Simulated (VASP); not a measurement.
Input:

```
CELL_PARAMETERS angstrom
      3.30119     0.00000     0.00000
      0.00000     3.89975     0.00000
      0.00000     0.00000    16.40155
ATOMIC_POSITIONS crystal
  Be 0.75000 0.87230 0.57321
  Be 0.25000 0.37230 0.42679
  Se 0.25000 0.50230 0.55695
  Se 0.75000 0.00230 0.44305
```

Calculation: PBE GGA, VASP's PBE PAW potentials (set 64) (plane waves; VASP). Numerical set-up: 300 eV cut-off, 6×5×1 Γ-centred mesh, Fermi-Dirac smearing of 0.10 eV, potentials Be Se.

The cell holds a wide vacuum, so values per volume refer to the whole cell.

Give the energies of bands 3 to 11 at the high-symmetry points, in eV from the valence-band maximum.

| band | Γ | X | Z | U |
|---|---|---|---|---|
| 3 | -4.71 | -6.09 | -6.20 | -6.51 |
| 4 | -4.39 | -6.09 | -6.20 | -6.51 |
| 5 | -3.60 | -2.55 | -2.03 | -3.58 |
| 6 | -2.33 | -2.55 | -2.03 | -3.58 |
| 7 | -1.21 | -1.73 | -0.81 | -3.07 |
| 8 | 0.00 | -1.73 | -0.81 | -3.07 |
| 9 | 0.72 | 1.50 | 2.25 | 1.35 |
| 10 | 1.86 | 1.50 | 2.25 | 1.35 |
| 11 | 2.84 | 3.93 | 4.43 | 4.66 |

The gap is direct, 0.72 eV, from the valence maximum at Γ to the conduction minimum at Γ.

The cell is a sheet with vacuum, built from a generated structure.
